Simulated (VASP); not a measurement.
VASP runs on GaCuSe₂ (space group I-42d) share one base input (PBE GGA, plane waves, VASP's PBE PAW potentials (set 64)) and change the settings named in each case.

**POSCAR**
```
GaCuSe2
1
   -2.7503850000     2.7503850000     5.4540660000
    2.7503850000    -2.7503850000     5.4540660000
    2.7503850000     2.7503850000    -5.4540660000
Ga Cu Se
2 2 4
Direct
  0.2500000000   0.7500000000   0.5000000000
  0.5000000000   0.5000000000   0.0000000000
  0.7500000000   0.2500000000   0.5000000000
  0.0000000000   0.0000000000   0.0000000000
  0.1212200000   0.1250000000   0.4962200000
  0.8750000000   0.3712200000   0.9962200000
  0.6287800000   0.6250000000   0.5037800000
  0.3750000000   0.8787800000   0.0037800000
```

KPOINTS:
```
Automatic mesh
0
Gamma
4 4 4
0 0 0
```

**INCAR**
```
! general
SYSTEM  = GaCuSe2
PREC    = Accurate
ENCUT   = 300   ! plane-wave cut-off (eV)
LREAL   = .FALSE.   ! projection in real space or not
LASPH   = .TRUE.   ! aspherical one-centre terms

! electronic loop
EDIFF   = 1E-6
NELM    = 100
ALGO    = Normal   ! blocked Davidson
LMAXMIX = 4

! smearing
ISMEAR  = -1   ! Fermi-Dirac
SIGMA   = 0.136   ! width (eV)

! functional
GGA     = PE   ! PBE

! ions
ISIF    = 2

! output
LWAVE   = .FALSE.
LCHARG  = .FALSE.
```

POTCAR, in this order: Ga_d Cu Se (PBE.64 set). Program: vasp_std.

```tsv
change	E(σ→0) (eV/atom)	pressure (GPa)	largest force (eV/Å)	−TS (eV)
base run	-3.8453	6.92	0.224	-0.0107
KPOINTS 1×1×1 Γ-centred mesh	-3.5314	9.73	0.150	-0.3138
KPOINTS 1×1×1 Γ-centred mesh shifted by (0.5, 0.5, 0.5)	-3.7059	9.30	0.230	-0.0002
KPOINTS 2×2×2 Γ-centred mesh	-3.8121	7.18	0.192	-0.0478
KPOINTS 2×2×2 Γ-centred mesh shifted by (0.5, 0.5, 0.5)	-3.8453	7.20	0.194	-0.0010
KPOINTS 3×3×3 Γ-centred mesh	-3.8410	6.96	0.214	-0.0182
KPOINTS 3×3×3 Γ-centred mesh shifted by (0.5, 0.5, 0.5)	-3.8472	6.92	0.223	-0.0022
KPOINTS 4×4×4 Γ-centred mesh shifted by (0.5, 0.5, 0.5)	-3.8469	6.91	[?]	[?]
KPOINTS 4×4×4 Γ-centred mesh shifted by (0, 0, 0.5)	-3.8466	6.91	[?]	[?]
ENCUT = 120	36.5750	-1510.76	0.882	-0.1140
ENCUT = 150	4.1558	-418.20	0.124	-0.0058
ENCUT = 180	-2.2881	-119.43	0.084	-0.0075
ENCUT = 210	-3.5531	-32.07	0.151	-0.0092
```

### Question
Some entries are withheld; supply them.

### Answer

- KPOINTS 4×4×4 Γ-centred mesh shifted by (0.5, 0.5, 0.5), largest force (eV/Å): 0.228
- KPOINTS 4×4×4 Γ-centred mesh shifted by (0.5, 0.5, 0.5), −TS (eV): -0.0032
- KPOINTS 4×4×4 Γ-centred mesh shifted by (0, 0, 0.5), largest force (eV/Å): 0.226
- KPOINTS 4×4×4 Γ-centred mesh shifted by (0, 0, 0.5), −TS (eV): -0.0031

Energies of different potentials or functionals have different zeros.

Left out are runs that ran out of time, are held back, or changed the cell or the kind of run, fixed moments of cells without a moment, rows past the twelfth, gaps on odd meshes, pressures of charged cells and columns that move by less than the noise.

The structure comes from a computed database's GaCuSe2 entry; how it stands against other phases isn't given here. The cell was not relaxed at this level, forces remain on its atoms, its lattice was scaled by up to 2.5 %.
